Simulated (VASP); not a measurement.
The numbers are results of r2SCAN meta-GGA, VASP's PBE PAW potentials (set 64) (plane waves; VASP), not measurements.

Input for VASP

POSCAR:
```
WS2
1.0
  3.1828556552   0.0000000000   0.0000000000
 -1.5914278277   2.7564336608   0.0000000000
  0.0000000000   0.0000000000  16.9427484246
W S
1 2
Direct
  0.0000000000   0.0000000000   0.0000000000
  0.3333330000   0.6666670000   0.9079634285
  0.3333330000   0.6666670000   0.0920365715
```

**KPOINTS_OPT**
```
k-points along high-symmetry lines
6
Line-mode
Reciprocal
  0.000000   0.000000   0.000000 ! GAMMA
  0.500000   0.000000   0.000000 ! M

  0.500000   0.000000   0.000000 ! M
  0.333333   0.333333   0.000000 ! K

  0.333333   0.333333   0.000000 ! K
  0.000000   0.000000   0.000000 ! GAMMA

  0.000000   0.000000   0.000000 ! GAMMA
  0.000000   0.000000   0.500000 ! A

  0.000000   0.000000   0.500000 ! A
  0.500000   0.000000   0.500000 ! L

  0.500000   0.000000   0.500000 ! L
  0.333333   0.333333   0.500000 ! H

  0.333333   0.333333   0.500000 ! H
  0.000000   0.000000   0.500000 ! A

  0.500000   0.000000   0.500000 ! L
  0.500000   0.000000   0.000000 ! M

  0.333333   0.333333   0.500000 ! H
  0.333333   0.333333   0.000000 ! K
```

File KPOINTS:
```
kpoints
0
G
  9 9 2
```

**INCAR**
```
! general
SYSTEM =WS2
PREC   =Accurate
ENCUT  =400   ! plane-wave cut-off (eV)
LREAL  =.FALSE.   ! projection in real space or not
LASPH  =.TRUE.   ! aspherical one-centre terms

! electronic loop
EDIFF  =1E-7   ! SCF stop (eV)
NELM   =100   ! most electronic steps
ALGO   =Normal
LMAXMIX=6   ! l cut-off of mixed one-centre charges
LMIXTAU=.TRUE.

! smearing
ISMEAR =-5   ! tetrahedra, Bloechl

! functional
METAGGA=R2SCAN

! ions
ISIF   =2

! output
LWAVE  =.FALSE.
LCHARG =.FALSE.
LORBIT =11   ! lm-projected
NEDOS  =601   ! DOS grid

! other
LEFG   =.TRUE.
```

POTCAR, in this order: W_sv S (PBE.64 set). Program: vasp_std.

### Question
What will the output report for the number of irreducible k-points (NKPTS), number of bands (NBANDS), largest plane-wave count, number of space-group operations, FFT grid (NGX, NGY, NGZ)?

### Answer

* **number of irreducible k-points (NKPTS)**: 24
* **number of bands (NBANDS)**: 17
* **largest plane-wave count**: 2725
* **number of space-group operations**: 12
* **FFT grid (NGX, NGY, NGZ)**: 24 × 24 × 112

The cell is a sheet with vacuum, built from a database entry that may be metastable or hypothetical.
